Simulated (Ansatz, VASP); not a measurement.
# SiTe2 in two plane-wave programs

Wanted: the spread between two codes on one cell, functional and k mesh. Of the first pair: The structure shown is the start of the Ansatz relaxation below; VASP solves that cell, so the two are compared at the walk's first step.

Program: Ansatz 0.2.0. Level of theory: plane waves, with VASP 6.6.1 beside it; PBEsol. Results are calculated unless marked as measured.

## (1) Set-up

The cell holds 3 atoms: 1 Si and 2 Te. Cell: a = 3.927 Å, b = 3.927 Å, c = 30.424 Å, α = 90.0°, β = 90.0°, γ = 120.0°. Vacuum lies along c.

Structure file:

```cif
data_structure
_symmetry_space_group_name_H-M 'P 1'
_symmetry_Int_Tables_number 1
_cell_length_a 3.9266
_cell_length_b 3.9266
_cell_length_c 30.4240
_cell_angle_alpha 90.000
_cell_angle_beta 90.000
_cell_angle_gamma 120.000
_cell_volume 406.23
loop_
_atom_site_label
_atom_site_type_symbol
_atom_site_fract_x
_atom_site_fract_y
_atom_site_fract_z
_atom_site_occupancy
Si1 Si 0.00000 0.00000 0.32869 1
Te2 Te 0.33333 0.66667 0.38065 1
Te3 Te 0.66667 0.33333 0.27672 1
```

## (2) Ansatz: relaxation, PBEsol

Ansatz runs on its PAW soft_1 files.

The two programs are compared at the cell with which this relaxation starts, whose forces are those of its first step.

Contents of input.yaml:

```yaml
crystal:
  lattice:
    - [3.9265861849, 0.0, 0.0]
    - [-1.9632930925, 3.4005233863, 0.0]
    - [0.0, 0.0, 30.424]
  atoms:
    - { symbol: Si, position: [0.0, 0.0, 0.328687878] }
    - { symbol: Te, position: [0.3333333333, 0.6666666667, 0.3806508528] }
    - { symbol: Te, position: [0.6666666667, 0.3333333333, 0.2767249032] }
  periodic: [true, true, false]
kpoints:
  mp_grid: { grid: [15, 15, 1] }
hamiltonian:
  xc: pbesol
  pseudopotentials: { kind: paw, azcp: { folder: soft_1 }, xc_functional: pbe }
scf:
  occupations: { method: methfessel_paxton, width: 0.2 }
output:
  forces: true
  stress: true
  eigenvalues: true
relax:
  adjacent_minimum: "off"
  f_tol: 0.001
  max_steps: 60
```

Launch:

```console
$ ansatz run input.yaml --threads 8 --pin off --max-ram 16384MiB --backend cpu --events-out ev --progress --plain --runs-dir out
```

Numbers of over 12 decimals in the logs are rounded to 6 here.

Log:

```text
Warning: output.stress: scf.convergence.dr2_threshold = 1e-9 eV (the default of a walk held to its f_tol) is looser than the 3e-10 eV advised for a printed stress (1e-10 eV for each atom of the cell: 3). What an SCF threshold leaves in a stress goes as its square root, and in the free energy as the threshold itself, and one threshold admits the most on a small cell: [figures from the program's tests cut] Every solve  [...]
Engine: ansatz 0.2.0, aarch64-unknown-linux-gnu
Pseudopotentials: kind: paw
Pseudopotential: Si, paw, valence charge 4, recommended cutoff 420 eV (normal), soft_1/Si.paw.azcp
Pseudopotential: Te, paw, valence charge 16, recommended cutoff 420 eV (normal), soft_1/Te.paw.azcp
Functional definition: PBEsol
  exchange = pbesol_x
  correlation = pbesol_c
Crystal: 3 atoms, lattice volume = 406.235 Å³
Basis set: ecut = 420 eV, 8069 PW (Γ), exchange–correlation on 54×54×432 points (8 copies of the dense FFT grid, shifted against one another)
Bands: 22, of which v1, the nominal top of the filled ones, is band 18 counted from 1 (17 counted from 0)
Symmetry: 12 space group operations
Space group: P-3m1 (ITA 164), of the structure as read, at distance tolerance 7.4e-5 Å
k-points: 27 of 225
Non-local potential: Si, projectors of the file, l = 0: 2, l = 1: 2, l = 2: 1
Non-local potential: Te, projectors of the file, l = 0: 2, l = 1: 2, l = 2: 2, l = 3: 1
PAW form: soft (Blöchl's): semilocal exchange-correlation on the pseudo side does not see the compensation charge
PAW frozen core: Si, regenerated for the run's functional, and the local potential with it (the file was generated under x = pbe(κ = 0.804, μ = 0.219515), c = pbe(β = 0.066725))
PAW frozen core: Te, regenerated for the run's functional, and the local potential with it (the file was generated under x = pbe(κ = 0.804, μ = 0.219515), c = pbe(β = 0.066725))
PAW one-centre angular grid: Si, 110 points (default); XC on 64 Gauss nodes
PAW one-centre angular grid: Te, 590 points (default); XC on 64 Gauss nodes
Initial density: superposition of atomic densities (neutral atoms: chi_scale 0, normalization atom)
Initial wavefunctions: pseudopotential atomic-orbital guess
Functional: x = pbesol(κ = 0.804, μ = 0.123457), c = pbesol(β = 0.046)
iter 1 solved again at ethr=1.05e-3 eV; its pass at ethr=3.10e-3 eV (dr2=3.78e-1 eV) is discarded
SCF iter   1: F=—  HF=-14424.487212 eV  |F-HF|=—  |Δ(HF+E_count)|=         —  Δρ=9.19e-3  dr2=3.89e-1  ethr=1.05e-3  ⟨swp⟩=1.6  Hψ=5673  notcnv=0
preconditioner: auto → LDOS  [metal: Δε(μ)=0.023 eV  Ē_g=8.187 eV  σ=0.200 eV  W_gap=0.10  n_scr=16 (ndim 8)  ℏωp=7.4 eV  f_vac=0.750  D(μ)=1.71/eV (n_scr^D=8)  β→1.0]
SCF iter   2: F=—  HF=-14424.409102 eV  |F-HF|=—  |Δ(HF+E_count)|=   7.81e-2  S|Δr|=    0.00e0  Δρ=2.24e-3  dr2=4.40e-2  ethr=1.05e-3  ⟨swp⟩=3.2  Hψ=1119  notcnv=0
SCF iter   3: F=—  HF=-14424.406741 eV  |F-HF|=—  |Δ(HF+E_count)|=   2.36e-3  S|Δr|=    0.00e0  Δρ=1.14e-3  dr2=1.19e-2  ethr=1.22e-4  ⟨swp⟩=3.2  Hψ=1338  notcnv=0
SCF iter   4: F=—  HF=-14424.404194 eV  |F-HF|=—  |Δ(HF+E_count)|=   2.55e-3  S|Δr|=    0.00e0  Δρ=2.72e-4  dr2=7.64e-4  ethr=3.31e-5  ⟨swp⟩=3.3  Hψ=1221  notcnv=0
SCF iter   5: F=—  HF=-14424.404077 eV  |F-HF|=—  |Δ(HF+E_count)|=   1.17e-4  S|Δr|=    0.00e0  Δρ=5.67e-5  dr2=2.87e-5  ethr=2.12e-6  ⟨swp⟩=3.2  Hψ=1254  notcnv=0
SCF iter   6: F=—  HF=-14424.404108 eV  |F-HF|=—  |Δ(HF+E_count)|=   3.14e-5  S|Δr|=    0.00e0  Δρ=1.40e-5  dr2=1.08e-6  ethr=7.96e-8  ⟨swp⟩=4.0  Hψ=1466  notcnv=0
SCF iter   7: F=-14424.404108 eV  HF=-14424.404108 eV  |F-HF|=4.45e-8  |Δ(HF+E_count)|=   9.40e-8  S|Δr|=    0.00e0  Δρ=2.35e-6  dr2=3.83e-8  ethr=2.78e-10  ⟨swp⟩=14.8  Hψ=4273  notcnv=0
SCF 1 converged in 7 iterations: F = -14424.404108 eV  dr2 = 3.83e-8
  greatest PAW one-centre occupation: 0.998 electrons in one spin orbital (limit 2), on the Te atom at site 2 (counted from 0), in its partial waves of l = 2
relax step   1: F+E_penalty+E_count = -14424.40410826 eV  Δ(F+E_penalty+E_count) = +0.000e0 eV  max|allowed force component| = 7.802e-2 eV/Å  Δτ_max = 0.0000 Å  (7 SCF iters, dr2 threshold 1.00e-7 eV, accepted)
[...]
relax step   2: F+E_penalty+E_count = -14424.40200104 eV  Δ(F+E_penalty+E_count) = +2.107e-3 eV  max|allowed force component| = 1.594e-1 eV/Å  Δτ_max = 0.0264 Å  (6 SCF iters, dr2 threshold 3.80e-7 eV, rejected (line search))
[...]
relax step   3: F+E_penalty+E_count = -14424.40479558 eV  Δ(F+E_penalty+E_count) = -6.873e-4 eV  max|allowed force component| = 1.744e-3 eV/Å  Δτ_max = 0.0086 Å  (6 SCF iters, dr2 threshold 1.00e-7 eV, accepted)
[...]
relax step   4: F+E_penalty+E_count = -14424.40479558 eV  Δ(F+E_penalty+E_count) = -4.145e-9 eV  max|allowed force component| = 1.769e-3 eV/Å  Δτ_max = 0.0000 Å  (3 SCF iters, accepted)
[...]
relax step   5: F+E_penalty+E_count = -14424.40479593 eV  Δ(F+E_penalty+E_count) = -3.517e-7 eV  max|allowed force component| = 9.448e-6 eV/Å  Δτ_max = 0.0002 Å  (4 SCF iters, accepted)
SCF converged after 4 iterations
Stability not checked: this state was not tested for a lower state beside it, because cold or Methfessel-Paxton smearing, or corrected tetrahedra, fill the levels in a way that the test cannot read (fill_not_monotonic; see scf.lower_state_search)
Free energy (F): -14424.404796 eV
Harris-Foulkes:  -14424.404796 eV  (|F-HF|=1.01e-9)
Internal energy: -14424.405184 eV  (E = F + TS)
E sigma→0 (E₀):  -14424.404893 eV
Entropy (-TS):   0.000388 eV (0.129 meV/atom)
Fermi energy:    -5.324111 eV
Step filling:    the computed levels leave a gap of 0.0384 eV = 0.2 smearing widths at the electron count; against every level under it full and every level over it empty, smearing changes F+E_penalty+E_count by -0.097 meV and its σ→0 estimate by -0.194 meV
--- Per-component energies (eV) ---
  E_band       = -994.516956
  E_kinetic    = 383.981904
  E_local      = -54321.569305  (includes V_loc(G=0)·N_el)
  E_nonlocal   = 157.226103
  E_hartree    = 26914.454715
  E_xc         = -297.745254
  E_vxc        = -250.007546  (∫ρ·V_xc dr)
  E_paw        = -9683.964607  (= ΣΔE_a)
  E_vpaw       = -793.058355  (= ΣTr[D̂ρ^β])
  E_aug_tail   = 0.000210  (compensation charges beyond the density's cutoff)
  E_ewald      = 22422.429867
  E_core_change = 0.781183  (= ΣΔE_core)
  E_smearing   = 0.000388  (= −TS)
  E_closure    = -0.000000  (closes the sum)
  Σ components = -14424.404796   (vs F -14424.404796, Δ=0.00e0)
--- Forces (eV/Å), atoms counted from 1 ---
  atom   1  Si    -0.00000000    -0.00000000     0.00000000
  atom   2  Te    -0.00000000     0.00000000     0.00000945
  atom   3  Te     0.00000000    -0.00000000    -0.00000945
  max |Σ_I F_I| component: 9.25e-18 eV/Å
--- 2D stress c σ (N/m, compression-positive) ---
       -3.806691      -0.000000      -0.000000
        0.000000      -3.806691       0.000000
        0.000000       0.000000       0.000000
  P = ½ c Tr σ = -3.8067 N/m
--- Band table (eV; the first three rows and the last of 27) ---
  k-point 0: bands = [... 14 lower, -6.0101, -6.0101, -5.4308, -5.4308, -4.3717, -2.6914, -2.0989, -2.0989]
  k-point 1: bands = [... 14 lower, -6.4743, -6.2501, -5.6989, -5.2895, -3.9354, -2.4191, -2.1416, -2.0365]
  k-point 2: bands = [... 14 lower, -6.6637, -6.4792, -6.2871, -5.1690, -3.5634, -2.4482, -1.8301, -1.4273]
  k-point 26: bands = [... 14 lower, -9.3754, -9.0782, -6.2437, -6.2437, -4.2670, -0.9742, -0.9742, -0.3980]
--- Relaxed structure (5 steps of the walk, 4 accepted, 0 SCFs on fresh bases) ---
  F+E_penalty+E_count = -14424.40479593 eV   max|allowed force component| = 9.448e-6 eV/Å
  cell:  # Å, volume = 406.2349 Å³
    - [3.926586, 2.886749374111279e-11, 0.0]
    - [-1.963293, 3.400523, 0.0]
    - [0.0, 0.0, 30.424]
  atoms:
    - { symbol: Si, position: [0, 0, 0.328687878] }
    - { symbol: Te, position: [0.333333, 0.666667, 0.380362] }
    - { symbol: Te, position: [0.666667, 0.333333, 0.277014] }
```

In the SCF lines HF is the Harris–Foulkes energy and dr2 the Hartree energy of the density residual, in eV; the loop may stop once dr2 is under the threshold and the program's other checks hold. Hψ counts applications of the Hamiltonian.

## (3) VASP: single point, PBEsol, start cell, pair 1

The same cell, functional, mesh and smearing now go to VASP, with its own data sets.

Lines of VASP's logs that name or quote its potential files are left out, and so is its time.

Contents of INCAR:

```
SYSTEM = SiTe2
PREC = Accurate
ENCUT = 400
EDIFF = 1E-06
NELM = 120
ISMEAR = 1
SIGMA = 0.2
LREAL = .FALSE.
ALGO = Normal
GGA = PS
NBANDS = 14
LORBIT = 11
LWAVE = .FALSE.
LCHARG = .FALSE.
ISIF = 2
LDIPOL = .TRUE.
IDIPOL = 3
DIPOL = 0.5 0.5 0.329
LVHAR = .TRUE.
LASPH = .TRUE.
GGA_COMPAT = .FALSE.
NELMDL = -8
KPAR = 2
```

Contents of POSCAR:

```
SiTe2
1.0
    3.9265861849      0.0000000000      0.0000000000
   -1.9632930925      3.4005233863      0.0000000000
    0.0000000000      0.0000000000     30.4240000000
Si Te
1 2
Direct
    0.0000000000      0.0000000000      0.3286878780
    0.3333333333      0.6666666667      0.3806508678
    0.6666666667      0.3333333333      0.2767248882
```

Contents of KPOINTS:

```
Automatic mesh
0
Gamma
15 15 1
0 0 0
```

The projector-augmented-wave data sets are Si and Te (PBE family, release 64).

Launch:

```console
$ mpirun -np 2 vasp_std
```

Log:

```text
[banner, memory and clock lines left out]
running    2 mpi-ranks, on    1 nodes
 distrk:  each k-point on    1 cores,    2 groups
 distr:  one band on    1 cores,    1 groups

 POSCAR found type information on POSCAR SiTe
 POSCAR found :  2 types and       3 ions
|                                                                             |
|               ----> ADVICE to this user running VASP <----                  |
|                                                                             |
|     You enforced a specific xc type in the INCAR file but a different       |
|     [... a line on the potential file left out ...]
|     I HOPE YOU KNOW WHAT YOU ARE DOING!                                     |
|                                                                             |

 LDA part: xc-table for (Slater+PW92), standard interpolation
 POSCAR, INCAR and KPOINTS ok, starting setup
 FFT: planning ... GRIDC
 FFT: planning ... GRID_SOFT
 FFT: planning ... GRID
 WAVECAR not read
 entering main loop
       N       E                     dE             d eps       ncg     rms          rms(c)
DAV:   1     0.938201483891E+02    0.93820E+02   -0.37511E+03   756   0.605E+02
DAV:   2    -0.302257458558E+01   -0.96843E+02   -0.91790E+02  1274   0.116E+02
DAV:   3    -0.123072402687E+02   -0.92847E+01   -0.90692E+01  1040   0.448E+01
DAV:   4    -0.125790378736E+02   -0.27180E+00   -0.27141E+00   996   0.969E+00
DAV:   5    -0.125898789881E+02   -0.10841E-01   -0.10840E-01  1272   0.206E+00
DAV:   6    -0.125899873519E+02   -0.10836E-03   -0.10836E-03  1080   0.171E-01
DAV:   7    -0.125899930572E+02   -0.57053E-05   -0.57050E-05  1268   0.351E-02
DAV:   8    -0.125899931122E+02   -0.55061E-07   -0.55136E-07   858   0.314E-03    0.804E+00
DAV:   9    -0.125303970114E+02    0.59596E-01   -0.34353E-02  1014   0.111E+00    0.452E+00
DAV:  10    -0.125029830179E+02    0.27414E-01   -0.53675E-02  1026   0.129E+00    0.315E-01
DAV:  11    -0.125030423335E+02   -0.59316E-04   -0.49789E-03   978   0.423E-01    0.265E-01
DAV:  12    -0.125029962707E+02    0.46063E-04   -0.44452E-04  1180   0.127E-01    0.124E-01
DAV:  13    -0.125028772820E+02    0.11899E-03   -0.34294E-04   984   0.108E-01    0.103E-01
DAV:  14    -0.125029117450E+02   -0.34463E-04   -0.34977E-05   924   0.360E-02    0.366E-02
DAV:  15    -0.125029334193E+02   -0.21674E-04   -0.13370E-05   942   0.183E-02    0.847E-03
DAV:  16    -0.125029793766E+02   -0.45957E-04   -0.27625E-05   894   0.227E-02    0.202E-02
DAV:  17    -0.125030493846E+02   -0.70008E-04   -0.84017E-06   846   0.112E-02    0.977E-03
DAV:  18    -0.125030697881E+02   -0.20404E-04   -0.20870E-06   932   0.622E-03    0.665E-03
DAV:  19    -0.125030854653E+02   -0.15677E-04   -0.28556E-07   734   0.248E-03    0.341E-03
DAV:  20    -0.125030958203E+02   -0.10355E-04   -0.37965E-07   798   0.182E-03    0.547E-04
DAV:  21    -0.125031018048E+02   -0.59845E-05   -0.13526E-07   738   0.109E-03    0.178E-03
DAV:  22    -0.125031032645E+02   -0.14597E-05   -0.33873E-08   804   0.541E-04    0.383E-04
DAV:  23    -0.125031047546E+02   -0.14901E-05   -0.26370E-08   738   0.485E-04    0.745E-04
DAV:  24    -0.125031054509E+02   -0.69630E-06   -0.84305E-09   792   0.282E-04
   1 F= -.12503105E+02 E0= -.12503129E+02  d E =0.707513E-04
```

From OUTCAR (step 3):

```text
ion  position               nearest neighbor table
   1  0.000  0.000  0.329-   3 2.76   2 2.76   3 2.76   2 2.76   3 2.76   2 2.76
   2  0.333  0.667  0.381-   1 2.76   1 2.76   1 2.76
   3  0.667  0.333  0.277-   1 2.76   1 2.76   1 2.76

  LATTYP: Found a hexagonal cell.
 ALAT       =     3.9265861849
 C/A-ratio  =     7.7482063470

 Subroutine GETGRP returns: Found 12 space group operations
 (whereof  6 operations were pure point group operations)

The static configuration has the point symmetry C_3v.
 The point group associated with its full space group is D_3d.

 Found     27 irreducible k-points:

   k-points           NKPTS =     27   k-points in BZ     NKDIM =     27   number of bands    NBANDS=     14

   dimension x,y,z NGX =    28 NGY =   28 NGZ =  200
   dimension x,y,z NGXF=    56 NGYF=   56 NGZF=  400

   ENCUT  =  400.0 eV  29.40 Ry    5.42 a.u.   6.40  6.40 49.61*2*pi/ulx,y,z

   NELECT =      16.0000    total number of electrons

 k-points in reciprocal lattice and weights: Automatic mesh
   0.00000000  0.00000000  0.00000000       0.004
   0.06666667  0.00000000  0.00000000       0.027
   0.13333333  0.00000000  0.00000000       0.027
   0.20000000  0.00000000  0.00000000       0.027
   0.26666667  0.00000000  0.00000000       0.027
   0.33333333  0.00000000  0.00000000       0.027
   0.40000000  0.00000000  0.00000000       0.027
   0.46666667  0.00000000  0.00000000       0.027
   0.06666667  0.06666667  0.00000000       0.027
[...]
0.33333333  0.26666667  0.00000000       0.053
   0.33333333  0.33333333  0.00000000       0.009

 dipolmoment           0.000000      0.000000      0.000004 electrons x Angstroem

 average (electrostatic) potential at core
       1 -92.7683       2 -96.7730       3 -96.7731

 E-fermi :  -3.0202

 k-point     1 :       0.0000    0.0000    0.0000
  band No.  band energies     occupation
    ...
      4      -4.2246      2.00000
      5      -3.6900      2.00002
      6      -3.6900      2.00002
      7      -3.1128      1.69819
      8      -3.1128      1.69819
      9      -2.0749     -0.00000
     10      -0.3861     -0.00000
     11       0.1916     -0.00000
     12       0.1916     -0.00000
     13       1.6236      0.00000
    ...

 k-point     2 :       0.0667    0.0000    0.0000
  band No.  band energies     occupation
    ...
      4      -4.3068      2.00000
      5      -4.1983      2.00000
      6      -3.9287      2.00000
      7      -3.3849      2.02712
      8      -2.9743      0.62237
      9      -1.6373     -0.00000
     10      -0.1195     -0.00000
     11       0.1550     -0.00000
     12       0.2546     -0.00000
     13       1.7096      0.00000
    ...

 k-point     3 :       0.1333    0.0000    0.0000
  band No.  band energies     occupation
    ...
      3      -8.5918      2.00000
      4      -5.2702      2.00000
      5      -4.3411      2.00000
      6      -4.1933      2.00000
      7      -3.9878      2.00000
      8      -2.8586      0.01570
      9      -1.2685     -0.00000
     10      -0.1548     -0.00000
     11       0.4616     -0.00000
     12       0.8709     -0.00000
    ...

  Total       -3.1926108     -3.1926108     -0.1731211      0.0000000     -0.0000000      0.0000000
  in kB      -12.5915544    -12.5915544     -0.6827840      0.0000000     -0.0000000      0.0000000
  external PRESSURE =      -8.6219643 kB  Pullay stress =       0.0000000 kB

  energy-cutoff  :      400.00
  volume of cell :      406.23
      direct lattice vectors                 reciprocal lattice vectors
     3.926586185  0.000000000  0.000000000     0.254674150  0.147036189  0.000000000
    -1.963293093  3.400523386  0.000000000     0.000000000  0.294072378  0.000000000
     0.000000000  0.000000000 30.424000000     0.000000000  0.000000000  0.032868788

 POSITION                                       TOTAL-FORCE (eV/Angst)
 -----------------------------------------------------------------------------------
      0.00000      0.00000     10.00000         0.000000      0.000000      0.000000
     -0.00000      2.26702     11.58092        -0.000000     -0.000000     -0.051134
      1.96329      1.13351      8.41908         0.000000      0.000000      0.051134
 -----------------------------------------------------------------------------------
    total drift:                                0.000000     -0.000000      0.000029

  FREE ENERGIE OF THE ION-ELECTRON SYSTEM (eV)
  ---------------------------------------------------
  free  energy   TOTEN  =       -12.5031054509 eV

  energy  without entropy=      -12.5031762022  energy(sigma->0) =      -12.50312903

 vacuum level on the upper side and lower side of the slab         2.291         2.291

 total charge
# of ion       s       p       d       tot
------------------------------------------
    1        0.759   0.700   0.000   1.459
    2        1.396   1.919   0.034   3.349
    3        1.396   1.919   0.034   3.349
--------------------------------------------------
tot          3.552   4.538   0.067   8.157

[... 3 further parts left out ...]
```

The run ends at a pressure of -0.86 GPa, with forces up to 0.051 eV/Å.

## (4) Differences

Known differences besides the potentials themselves: Ansatz cuts the interaction across the vacuum, VASP repeats the sheet with a dipole correction (LDIPOL); the data sets hold 36 valence electrons in Ansatz (on its PAW soft_1 files) and 16 in VASP; the cutoff is 420 eV in Ansatz and 400 eV in VASP; Ansatz makes its cores anew for this functional, VASP keeps those of its PBE data sets. Total energies have different zeros and are not compared.

Forces (eV/Å; atoms numbered as in POSCAR):

```
atom        Ansatz x, y, z          VASP x, y, z
 Si1   0.000, 0.000, 0.000   0.000, 0.000, 0.000
 Te2  0.000, 0.000, -0.078  0.000, 0.000, -0.051
 Te3   0.000, 0.000, 0.078   0.000, 0.000, 0.051
```

The forces differ by 13 meV/Å r.m.s., which is 52.6 % of the r.m.s. force of 0.024 eV/Å (both taken over all components). Where the cell holds vacuum, a pressure given here is an average over it and none of the material.

## (5) Other set-ups

Further runs change the set-up of one program: Ansatz's method, potentials or start, or VASP's data sets, cutoff or form of LDA. The table gives that difference for each run.

```
                                                           run  r.m.s. force difference (meV/Å)
                                                      as above                               13
VASP with the data sets Si_sv_GW and Te and a cutoff of 720 eV                               13
```

## (6) Ansatz: relaxation, PBEsol

This run makes the geometry at which the two programs are then compared.

The structure compared here is the end of the Ansatz relaxation.

This is the run of step 2 again, met here at its other cell.

(Part 1 of 2 ends here.)

[Lines on the potential files, build, host, timing and source positions are cut from VASP's logs without a mark.]

[Logs are printed without paths, hosts, clocks, repeated set-up lines and the standing remarks that a program may print on its own settings, such as how far it seeks lower states.]

[Hosts, paths, dates, database ids (printed as entryN), source tags and the programs' standing remarks are cut or masked in the printed files.]
